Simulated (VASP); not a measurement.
OSZICAR of a VASP run on MgB$_{2}$ (AlB2 type):

**OSZICAR**
```
       N       E                     dE             d eps       ncg     rms          rms(c)
DAV:   1     0.954342820916E+01    0.95434E+01   -0.44429E+03  1576   0.987E+02
DAV:   2    -0.167248944394E+02   -0.26268E+02   -0.25105E+02  2184   0.126E+02
DAV:   3    -0.170349136863E+02   -0.31002E+00   -0.30967E+00  1936   0.165E+01
DAV:   4    -0.170354174994E+02   -0.50381E-03   -0.50375E-03  2392   0.609E-01
DAV:   5    -0.170354178571E+02   -0.35771E-06   -0.35776E-06  1944   0.976E-03    0.547E+00
DAV:   6    -0.155462249085E+02    0.14892E+01   -0.23964E+00  1648   0.882E+00    0.266E+00
DAV:   7    -0.152852299742E+02    0.26099E+00   -0.12977E+00  1800   0.635E+00    0.790E-01
DAV:   8    -0.152850127891E+02    0.21719E-03   -0.11684E-01  1648   0.228E+00    0.370E-01
DAV:   9    -0.152775122662E+02    0.75005E-02   -0.23705E-02  1704   0.881E-01    0.549E-02
DAV:  10    -0.152774683685E+02    0.43898E-04   -0.13395E-03  2184   0.245E-01    0.270E-02
DAV:  11    -0.152774450221E+02    0.23346E-04   -0.14773E-04  1720   0.781E-02    0.305E-03
DAV:  12    -0.152774446167E+02    0.40536E-06   -0.38537E-06  1840   0.142E-02
   1 F= -.11899239E+02 E0= -.11899328E+02  d E =-.118992E+02
       N       E                     dE             d eps       ncg     rms          rms(c)
DAV:   1    -0.150468062256E+02    0.23064E+00   -0.10648E+00  1616   0.128E+01    0.699E-01
DAV:   2    -0.150330268754E+02    0.13779E-01   -0.26474E-02  1912   0.114E+00    0.348E-01
DAV:   3    -0.150299022247E+02    0.31247E-02   -0.11375E-02  1832   0.659E-01    0.695E-02
DAV:   4    -0.150298102060E+02    0.92019E-04   -0.29357E-04  1680   0.136E-01    0.127E-02
DAV:   5    -0.150298087821E+02    0.14239E-05   -0.10500E-05  2136   0.244E-02    0.379E-03
DAV:   6    -0.150298087855E+02   -0.33770E-08   -0.53920E-07  1184   0.610E-03
   2 F= -.11919484E+02 E0= -.11919562E+02  d E =-.202450E-01
       N       E                     dE             d eps       ncg     rms          rms(c)
DAV:   1    -0.151622338653E+02   -0.13243E+00   -0.17325E-01  1640   0.506E+00    0.287E-01
DAV:   2    -0.151598355632E+02    0.23983E-02   -0.45823E-03  1928   0.470E-01    0.141E-01
DAV:   3    -0.151593036770E+02    0.53189E-03   -0.17755E-03  1840   0.257E-01    0.302E-02
DAV:   4    -0.151592778177E+02    0.25859E-04   -0.37411E-05  1720   0.510E-02    0.460E-03
DAV:   5    -0.151592767070E+02    0.11107E-05   -0.62146E-07  1768   0.692E-03    0.149E-03
DAV:   6    -0.151592766684E+02    0.38591E-07   -0.63718E-08   800   0.205E-03
   3 F= -.11940683E+02 E0= -.11940761E+02  d E =-.414437E-01
       N       E                     dE             d eps       ncg     rms          rms(c)
DAV:   1    -0.151559646169E+02    0.33121E-02   -0.58842E-02  2056   0.190E+00    0.147E-01
DAV:   2    -0.151547427506E+02    0.12219E-02   -0.25075E-03  2072   0.339E-01    0.680E-02
DAV:   3    -0.151544637834E+02    0.27897E-03   -0.12276E-03  1808   0.200E-01    0.119E-02
DAV:   4    -0.151544602742E+02    0.35092E-05   -0.31942E-05  1704   0.468E-02    0.407E-03
DAV:   5    -0.151544593617E+02    0.91254E-06   -0.32583E-06  1896   0.109E-02
   4 F= -.11942721E+02 E0= -.11942884E+02  d E =-.203847E-02
```

Problem. Which electronic solver shows in the log?

Solution. It is blocked Davidson (ALGO = Normal, or the opening steps of other solvers). The INCAR had ALGO = Normal.

Problem. Can the final energy be trusted as converged?

Solution. The calculation finished and met its thresholds. It stopped with EDIFF = 1E-6, NELM = 100, NSW = 40 and EDIFFG = -0.02 after 4 ionic steps (PBE GGA, plane waves, VASP's PBE PAW potentials (set 64)). Energy and stress use the plane-wave basis of the starting cell.

The compound is MgB2 in the AlB2 type structure. This run relaxes it under an external pressure of 20 GPa. Symmetry was kept, so distortions that lower it aren't found.
